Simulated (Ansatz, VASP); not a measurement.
## YCd2Cl4: VASP beside Ansatz

Contents of INCAR:

```
ALGO     = Normal         # electronic algorithm
EDIFF    = 1E-7           # SCF threshold, eV
ENCUT    = 520            # plane-wave cutoff, eV
GGA      = PE             # functional
ISIF     = 2              # what is computed and relaxed
ISMEAR   = 0              # smearing method
LASPH    = T              # aspherical terms in the spheres
LCHARG   = T              # write CHGCAR
LELF     = T              # ELF
LREAL    = F              # projectors in reciprocal space
LVHAR    = T            
LWAVE    = F              # write WAVECAR
NBANDS   = 40             # bands
NELM     = 100            # most SCF steps
PREC     = Accurate       # precision mode
SIGMA    = 0.1            # smearing width, eV
```

The input KPOINTS:

```
k-points
0
Gamma
  4 4 4
```

Contents of POSCAR:

```
YCd2Cl4
1.0
    0.0000000000      4.8284339600      4.8284339600
    4.8284339600      0.0000000000      4.8284339600
    4.8284339600      4.8284339600      0.0000000000
Y Cd Cl
1 2 4
Direct
    0.0000000000      0.0000000000      0.0000000000
    0.2500000000      0.2500000000      0.2500000000
    0.5000000000      0.5000000000      0.5000000000
    0.3959252700      0.8122241800      0.3959252700
    0.3959252700      0.3959252700      0.3959252700
    0.8122241800      0.3959252700      0.3959252700
    0.3959252700      0.3959252700      0.8122241800
```

Input for Ansatz:

```yaml
crystal:
  lattice:
    - [0.0, 4.82843396, 4.82843396]
    - [4.82843396, 0.0, 4.82843396]
    - [4.82843396, 4.82843396, 0.0]
  atoms:
    - { symbol: "Y", position: [0.0, 0.0, 0.0] }
    - { symbol: Cd, position: [0.25, 0.25, 0.25] }
    - { symbol: Cd, position: [0.5, 0.5, 0.5] }
    - { symbol: Cl, position: [0.39592527, 0.81222418, 0.39592527] }
    - { symbol: Cl, position: [0.39592527, 0.39592527, 0.39592527] }
    - { symbol: Cl, position: [0.81222418, 0.39592527, 0.39592527] }
    - { symbol: Cl, position: [0.39592527, 0.39592527, 0.81222418] }
basis:
  ecutwfc: 420
kpoints:
  mp_grid: { grid: [4, 4, 4] }
hamiltonian:
  xc: pbe
scf:
  occupations: { method: gaussian, width: 0.1 }
  lower_state_search: "off"
output:
  forces: true
  stress: true
  eigenvalues: true
```

Alike in both runs: task single point; functional PBE; k mesh 4 × 4 × 4; occupations gaussian, width 0.1 eV; no spin polarisation.

|  | VASP | Ansatz |
| --- | --- | --- |
| version | VASP 6.6.1 | Ansatz 0.2.0 |
| potentials or method | VASP PAW PBE potentials, release 64 (Y_sv, Cd, Cl) | scalar-relativistic, plane waves, PAW |
| plane-wave cutoff (eV) | 520 | 420 |
| valence electrons in the cell | 63 | 79 |

Ansatz gave:

* gap on the k mesh at the Fermi level (eV): none
* rms of the force components (eV/Å): 13.882

**Question.** Which values does VASP return?

**Answer.** gap on the k mesh at the Fermi level (eV): none; rms of the force components (eV/Å): 14.496.

Atom by atom the forces differ by 0.614 eV/Å (rms over components). A gap of «none» marks a metal or a gap that the smearing closes. The two sets of potentials don't hold the same shells in valence.

Caveats: an odd number of electrons without spin polarisation forces a metal; a magnetic or distorted state may lie lower.
